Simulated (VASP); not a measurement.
# CaMg (P-6m2) in VASP: further runs, part 2 of 2

VASP 6.6.1. The steps go on from the part before.

## 3. Single point, LDA (strain +0.030 along x and y, -0.030 along z, atoms carried along)

Contents of INCAR:

```
  ALGO = Normal
  EDIFF = 1E-6
  ENCUT = 520
  GGA = CA
  ISIF = 2
  ISMEAR = 0
  LASPH = T
  LCHARG = T
  LELF = T
  LREAL = F
  LVHAR = T
  LWAVE = F
  NBANDS = 13
  NELM = 100
  PREC = Accurate
  SIGMA = 0.15
```

Contents of KPOINTS:

```
k-points
0
Gamma
  15 15 8
```

Contents of POSCAR:

```
CaMg
1.0
    3.7781621001      0.0000000000      0.0000000000
   -1.8890810500      3.2719843583      0.0000000000
    0.0000000000      0.0000000000      5.4536290600
Ca Mg
1 1
Direct
    0.0000000000      0.0000000000      0.5000000000
    0.6666666667      0.3333333333      0.0000000000
```

Potentials or basis: VASP PAW LDA potentials, release 64 (Ca_sv, Mg).

The run is started by

```sh
$ cat potpaw_LDA.64/Ca_sv/POTCAR potpaw_LDA.64/Mg/POTCAR > POTCAR
$ mpirun -np 1 vasp_std > vasp.out
```

OUTCAR:

```text
EDIFF = 1E-6
   ENCUT = 520
   GGA = CA
   ISIF = 2
   ISMEAR = 0
   LASPH = T
   LREAL = F
   NELM = 100
   PREC = Accurate

 ion  position               nearest neighbor table
   1  0.000  0.000  0.500-
   2  0.667  0.333  0.000-

  LATTYP: Found a hexagonal cell.
 ALAT       =     3.7781621001
 C/A-ratio  =     1.4434608456

  Lattice vectors:

 A1 = (   3.7781621001,   0.0000000000,   0.0000000000)
 A2 = (  -1.8890810500,   3.2719843583,   0.0000000000)
 A3 = (   0.0000000000,   0.0000000000,   5.4536290600)

Analysis of symmetry for initial positions (statically):
=====================================================================
 Subroutine PRICEL returns:
 Original cell was already a primitive cell.

 Routine SETGRP: Setting up the symmetry group for a
 hexagonal supercell.

 Subroutine GETGRP returns: Found 12 space group operations
 (whereof 12 operations were pure point group operations)
 out of a pool of 24 trial point group operations.

The static configuration has the point symmetry D_3h.

Analysis of symmetry for dynamics (positions and initial velocities):
=====================================================================
 Subroutine PRICEL returns:
 Original cell was already a primitive cell.

 Routine SETGRP: Setting up the symmetry group for a
 hexagonal supercell.

 Subroutine GETGRP returns: Found 12 space group operations
 (whereof 12 operations were pure point group operations)
 out of a pool of 24 trial point group operations.

The dynamic configuration has the point symmetry D_3h.

 Subroutine INISYM returns: Found 12 space group operations
 (whereof 12 operations are pure point group operations),
 and found     1 'primitive' translations

----------------------------------------------------------------------------------------

                                     Primitive cell

  volume of cell :      67.4182

  direct lattice vectors                    reciprocal lattice vectors
     3.778162100  0.000000000  0.000000000     0.264678956  0.152812466  0.000000000
    -1.889081050  3.271984358  0.000000000     0.000000000  0.305624933  0.000000000
     0.000000000  0.000000000  5.453629060     0.000000000  0.000000000  0.183364140

  length of vectors
     3.778162100  3.778162100  5.453629060     0.305624933  0.305624933  0.183364140

  position of ions in fractional coordinates (direct lattice)
     0.000000000  0.000000000  0.500000000
     0.666666667  0.333333333  0.000000000

  ion indices of the primitive-cell ions
   primitive index   ion index
                 1           1
                 2           2

----------------------------------------------------------------------------------------

 KPOINTS: k-points

Automatic generation of k-mesh.
 Grid dimensions read from file:
 generate k-points for:   15   15    8

 Generating k-lattice:

  Cartesian coordinates                     Fractional coordinates (reciprocal lattice)
     0.017645264  0.010187498  0.000000000     0.066666667  0.000000000  0.000000000
     0.000000000  0.020374996  0.000000000     0.000000000  0.066666667  0.000000000
     0.000000000  0.000000000  0.022920517     0.000000000  0.000000000  0.125000000

  Length of vectors
     0.020374996  0.020374996  0.022920517

  Shift w.r.t. Gamma in fractional coordinates (k-lattice)
     0.000000000  0.000000000  0.000000000

 Subroutine IBZKPT returns following result:
 ===========================================

 Found    135 irreducible k-points:

 Following reciprocal coordinates:
            Coordinates               Weight
  0.000000  0.000000  0.000000      1.000000
  0.066667  0.000000  0.000000      6.000000
  0.133333  0.000000  0.000000      6.000000
  0.200000  0.000000  0.000000      6.000000
  0.266667  0.000000  0.000000      6.000000
  0.333333  0.000000  0.000000      6.000000
[... 16 lines left out ...]
  0.333333  0.200000  0.000000     12.000000
  0.400000  0.200000  0.000000      6.000000
 [... further k-points ...]
   k-points           NKPTS =    135   k-points in BZ     NKDIM =    135   number of bands    NBANDS=     13
   number of dos      NEDOS =    301   number of ions     NIONS =      2
   total plane-waves  NPLWV =  32928
   dimension x,y,z NGX =    28 NGY =   28 NGZ =   42
   dimension x,y,z NGXF=    56 NGYF=   56 NGZF=   84
   ions per type =               1   1
   NGX,Y,Z   is equivalent  to a cutoff of  12.32, 12.32, 12.80 a.u.
   NGXF,Y,Z  is equivalent  to a cutoff of  24.64, 24.64, 25.61 a.u.
 SYSTEM =  unknown system
   PREC   = accura    normal or accurate (medium, high low for compatibility)
   ISTART =      0    job   : 0-new  1-cont  2-samecut
   ICHARG =      2    charge: 1-file 2-atom 10-const
   ISPIN  =      1    spin polarized calculation?
   LNONCOLLINEAR =      F non collinear calculations
   LSORBIT =      F    spin-orbit coupling
   LASPH  =      T    aspherical Exc in radial PAW
   ENCUT  =  520.0 eV  38.22 Ry    6.18 a.u.   7.02  7.02 10.14*2*pi/ulx,y,z
   NELM   =    100;   NELMIN=  2; NELMDL= -5     # of ELM steps
   EDIFF  = 0.1E-05   stopping-criterion for ELM
   LREAL  =      F    real-space projection
   EDIFFG = 0.1E-04   stopping-criterion for IOM
   NSW    =      0    number of steps for IOM
   IBRION =     -1    ionic relax: 0-MD 1-quasi-New 2-CG
   NFREE  =      0    steps in history (QN), initial steepest desc. (CG)
   ISIF   =      2    stress and relaxation
   ISYM   =      2    0-nonsym 1-usesym 2-fastsym
   POTIM  = 0.5000    time-step for ionic-motion
   TEBEG  =    0.0;   TEEND  =   0.0 temperature during run
   PSTRESS=    0.0 pullay stress
   NELECT =      12.0000    total number of electrons
   NUPDOWN=      -1.0000    fix difference up-down
   EMIN   =  10.00;   EMAX   =-10.00  energy-range for DOS
   EFERMI =   0.00;   METHOD = LEGACY
   ISMEAR =     0;   SIGMA  =   0.15  broadening in eV -4-tet -1-fermi 0-gaus
   EFERMI_NEDOS =   21; number of points for ismear=-14 and -15
   IALGO  =     38    algorithm
   IMIX   =      4    mixing-type and parameters
     AMIX     =   0.40;   BMIX     =  1.00
     AMIX_MAG =   1.60;   BMIX_MAG =  1.00
  volume/ion in A,a.u.               =      33.71       227.48
  Fermi-wavevector in a.u.,A,eV,Ry     =   0.920894  1.740237 11.538353  0.848045
  Thomas-Fermi vector in A             =   2.046250
   LORBIT       =      0    0 simple, 1 ext, 2 COOP (PROOUT), +10 PAW based schemes
   GGA     = CA    functional components
   LHFCALC =     F    Hartree Fock is set to
   AEXX    =    0.0000 exact exchange contribution
   IVDW    =     0    specifies the selected vdW correction
   LEPSILON=     F    determine dielectric tensor
   LRPA    =     F    only Hartree local field effects (RPA)
 non-spin polarized calculation
 Gauss-broadening in eV      SIGMA  =   0.15
  energy-cutoff  :      520.00
  volume of cell :       67.42
 maximum number of plane-waves:      1839
   NGX = 15   NGY = 15   NGZ = 21

 number of electron      12.0000002 magnetization

 Free energy of the ion-electron system (eV)
  ---------------------------------------------------
  ext. energy  EPLUGINS =         0.00000000
  ---------------------------------------------------
  free energy    TOTEN  =        -3.91851183 eV

  energy without entropy =       -3.90005080  energy(sigma->0) =       -3.90928131

 E-fermi :   1.8069     XC(G=0):  -8.1207

 val. band max:        1.7968367045   @ k =   0.0000   0.0000   0.0000
 cond. band min:       1.8112420567   @ k =   0.0667   0.0000   0.0000
 fundamental gap:      0.0144053521
 Fermi energy:         1.8069303596

 k-point     1 :       0.0000    0.0000    0.0000
  band No.  band energies     occupation
      1     -39.5078      2.00000
      2     -20.8174      2.00000
      3     -20.7253      2.00000
      4     -20.7253      2.00000
      5      -3.2660      2.00000
      6       1.2625      2.00000
      7       1.7968      1.07582
      8       4.2329      0.00000
      9       4.2329      0.00000
     10       5.3715      0.00000
     11       5.3715      0.00000
     12       6.5348      0.00000
     13       9.9854      0.00000
[... 354 lines left out ...]
  band No.  band energies     occupation
      1     -39.4910      2.00000
      2     -20.8657      2.00000
      3     -20.7979      2.00000
      4     -20.7920      2.00000
      5       0.2775      2.00000
      6       0.7613      2.00000
      7       2.3828      0.00000
      8       2.5186      0.00000
      9       3.8408      0.00000
     10       4.9381      0.00000
     11       5.0848      0.00000
     12       6.3279      0.00000
     13       6.5080      0.00000

 [... further k-points ...]

------------------------ aborting loop because EDIFF is reached ----------------------------------------

  FORCE on cell =-STRESS in cart. coord.  units (eV):
  Direction    XX          YY          ZZ          XY          YZ          ZX
  --------------------------------------------------------------------------------------
  -------------------------------------------------------------------------------------
  Total       -0.9889462     -0.9889462     -0.8284538     -0.0000000      0.0000000      0.0000000
  in kB      -23.5020559    -23.5020559    -19.6879947     -0.0000000      0.0000000      0.0000000
  external PRESSURE =     -22.2307022 kB  Pullay stress =       0.0000000 kB

 VOLUME and BASIS-vectors are now :
 -----------------------------------------------------------------------------
  energy-cutoff  :      520.00
  volume of cell :       67.42
      direct lattice vectors                 reciprocal lattice vectors
     3.778162100  0.000000000  0.000000000     0.264678956  0.152812466  0.000000000
    -1.889081050  3.271984358  0.000000000     0.000000000  0.305624933  0.000000000
     0.000000000  0.000000000  5.453629060     0.000000000  0.000000000  0.183364140

 POSITION                                       TOTAL-FORCE (eV/Angst)
 -----------------------------------------------------------------------------------
      0.00000      0.00000      2.72681        -0.000000      0.000000      0.000000
      1.88908      1.09066      0.00000         0.000000      0.000000      0.000000
 -----------------------------------------------------------------------------------
    total drift:                               -0.000000      0.000000      0.000000

  FREE ENERGIE OF THE ION-ELECTRON SYSTEM (eV)
  ---------------------------------------------------
  free  energy   TOTEN  =        -3.9185118308 eV

  energy  without entropy=       -3.9000507985  energy(sigma->0) =       -3.90928131
```

stdout:

```text
POSCAR found type information on POSCAR CaMg
 POSCAR found :  2 types and       2 ions
 scaLAPACK will be used
 LDA part: xc-table for (Slater(with rela. corr.)+CA(PZ))
 , standard interpolation
 POSCAR, INCAR and KPOINTS ok, starting setup
 FFT: planning ... GRIDC
 FFT: planning ... GRID_SOFT
 FFT: planning ... GRID
 WAVECAR not read
 entering main loop
```

It took 36 s on 1 thread of Intel Xeon 6975P-C (Granite Rapids), shared host; peak memory 0.25 GiB.

What came out:

```
Free energy            : -3.9185 eV
Pressure               : -2.2 GPa
Band gap on the k mesh : none (metal or under the smearing width)
```

## 4. Single point, LDA (strain -0.030 along x and y, +0.030 along z, atoms carried along)

Contents of INCAR:

```
ALGO     = Normal         # electronic algorithm
EDIFF    = 1E-6           # SCF threshold, eV
ENCUT    = 520            # plane-wave cutoff, eV
GGA      = CA             # functional
ISIF     = 2              # what is computed and relaxed
ISMEAR   = 0              # smearing method
LASPH    = True           # aspherical terms in the spheres
LCHARG   = False          # write CHGCAR
LREAL    = False          # projectors in reciprocal space
LWAVE    = False          # write WAVECAR
NBANDS   = 13             # bands
NELM     = 100            # most SCF steps
PREC     = Accurate       # precision mode
SIGMA    = 0.15           # smearing width, eV
```

KPOINTS is that of step 3.

Contents of POSCAR:

```
CaMg
1.0
    3.5580749875      0.0000000000      0.0000000000
   -1.7790374937      3.0813833277      0.0000000000
    0.0000000000      0.0000000000      5.7909669400
Ca Mg
1 1
Direct
    0.0000000000      0.0000000000      0.5000000000
    0.6666666667      0.3333333333      0.0000000000
```

The run is started by

```sh
$ cat potpaw_LDA.64/Ca_sv/POTCAR potpaw_LDA.64/Mg/POTCAR > POTCAR
$ mpirun -np 1 vasp_std > vasp.out
```

It took 38 s on 1 thread of Intel Xeon 6975P-C (Granite Rapids), shared host; peak memory 0.25 GiB.

It converged, with:

* Free energy: -3.9336 eV
* Pressure: -1.5 GPa
* Band gap on the k mesh: none (metal or under the smearing width)

Stress tensor (GPa, compression positive):
```
-0.57  0.00  0.00
 0.00 -0.57  0.00
 0.00  0.00 -3.46
```

Levels at points of the mesh, in eV from the Fermi level:
| k point | band 4 | band 5 | band 6 | band 7 | band 8 | band 9 |
| --- | --- | --- | --- | --- | --- | --- |
| (0.00, 0.00, 0.00) | -22.35 | -5.24 | -1.12 | -0.58 | 2.60 | 2.60 |
| (0.00, 0.00, 0.50) | -22.35 | -4.41 | -3.50 | 1.22 | 2.61 | 2.61 |

## 5. The runs side by side

```tsv
cell	gap on the mesh (eV)	pressure (GPa)
strain +0.000 along x and y, -0.030 along z, atoms carried along	none	-1.2
strain +0.030 along x and y, -0.030 along z, atoms carried along	none	-2.2
strain -0.030 along x and y, +0.030 along z, atoms carried along	none	-1.5
```

Alike in all rows: task single point; level LDA; potentials or basis VASP PAW LDA potentials, release 64 (Ca_sv, Mg); no spin polarisation; k mesh 15 × 15 × 8; cutoff (eV) 520; smearing gaussian 0.15 eV.

Absolute energies hang on the potentials; compare differences alone.
